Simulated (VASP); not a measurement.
AlGa₃ (space group I4/mmm): computed properties

These are PBEsol GGA, VASP's PBE PAW potentials (set 64) (plane waves; VASP) values and carry that method's errors.

```
Item                                                                            Result
----------------------------------  --------------------------------------------------
space group                                                               I4/mmm (139)
cell                                a = b = 4.1541 Å, c = 7.9513 Å, α = β = γ = 90.00°
volume per atom                                                         17.15 Å^3/atom
band gap (over mesh and band path)            none (metal, semimetal or under 0.01 eV)
density                                                                     5.72 g/cm³
```

AlGa3 is taken in the tetragonal space group I4/mmm (No. 139), Pearson symbol tI8. Conventional cell: a = b = 4.154 Å, c = 7.951 Å, α = β = γ = 90.00°. Al on 2a sees 12 Ga at 2.875–2.937 Å (cuboctahedral). Ga1 on 4d is coordinated by 4 Al at 2.875 Å and 8 Ga at 2.875–2.937 Å (cuboctahedral). Ga2 on 2b has 8 Ga at 2.875 Å and 4 Al at 2.937 Å (cuboctahedral). (Neighbours: up to the widest gap in distance over summed covalent radii, below 1.35, at either atom.)
(The calculation used a cell of 4 atoms; values per cell refer to that cell.)

The structure comes from a computed database's AlGa3 entry (I4/mmm); how it stands against other phases isn't given here. It was relaxed first. Symmetry was kept, so distortions that lower it aren't found.
